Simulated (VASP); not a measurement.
Input for VASP

### INCAR
```
EDIFFG  =  -0.02   # ionic stop
ISMEAR  =  1
ENCUT  =  500
SIGMA  =  0.1   # width (eV)
LMAXMIX  =  4
PREC  =  Accurate
GGA  =  PS   # PBEsol
LCHARG  =  .FALSE.
LASPH  =  .TRUE.   # aspherical one-centre terms
IBRION  =  2
NELM  =  100
SYSTEM  =  CsPbCl3
LWAVE  =  .FALSE.
ALGO  =  Normal   # blocked Davidson
ISIF  =  3   # ions, shape and volume
NSW  =  40   # most ionic steps
PSTRESS  =  300
LREAL  =  .FALSE.
EDIFF  =  1E-6
```

### KPOINTS
```
Automatic mesh
0
Gamma
6 6 6
0 0 0
```

POSCAR:
```
CsPbCl3
1
    4.9941922793     0.0000000000    -0.0000000000
    0.0000000000     4.9941922793     0.0000000000
   -0.0000000000    -0.0000000000     4.9941922793
Cs Pb Cl
1 1 3
Direct
  0.0000000000   0.0000000000   0.0000000000
  0.5000000000   0.5000000000   0.5000000000
  0.5000000000   0.0000000000   0.5000000000
  0.0000000000   0.5000000000   0.5000000000
  0.5000000000   0.5000000000   0.0000000000
```

POTCAR, in this order: Cs_sv Pb_d Cl (PBE.64 set). Program: vasp_std.

Question: Write an equivalent input for Ansatz.

Answer: One equivalent input (not run):
Ansatz 0.2 input:
```yaml
crystal:
  lattice:
    - [4.9941923, 0.0000000, 0.0000000]
    - [0.0000000, 4.9941923, 0.0000000]
    - [0.0000000, 0.0000000, 4.9941923]
  atoms:
    - { symbol: Cs, position: [0.0000000, 0.0000000, 0.0000000] }
    - { symbol: Pb, position: [0.5000000, 0.5000000, 0.5000000] }
    - { symbol: Cl, position: [0.5000000, 0.0000000, 0.5000000] }
    - { symbol: Cl, position: [0.0000000, 0.5000000, 0.5000000] }
    - { symbol: Cl, position: [0.5000000, 0.5000000, 0.0000000] }
kpoints:
  mp_grid: { grid: [6, 6, 6] }
hamiltonian:
  xc: pbesol
  pseudopotentials: { kind: paw }
scf:
  occupations: { method: methfessel_paxton, width: 0.1 }
  max_iter: 100
relax:
  max_steps: 40
  f_tol: 0.02
  cell: { p_target: 30 }
output: { forces: true, stress: true, eigenvalues: true }
```
What does not carry over: each code has its own PAW files, so the cut-off isn't converted (ENCUT is set for VASP's; basis.ecutwfc is left out, and Ansatz then takes the one that its files recommend); Ansatz stops its SCF on the density residual and VASP on the energy change (EDIFF).

The compound is CsPbCl3 in the cubic perovskite structure, the ideal cubic form; the compound distorts at low or room temperature. This run relaxes it under an external pressure of 30 GPa. Symmetry was kept, so distortions that lower it aren't found.
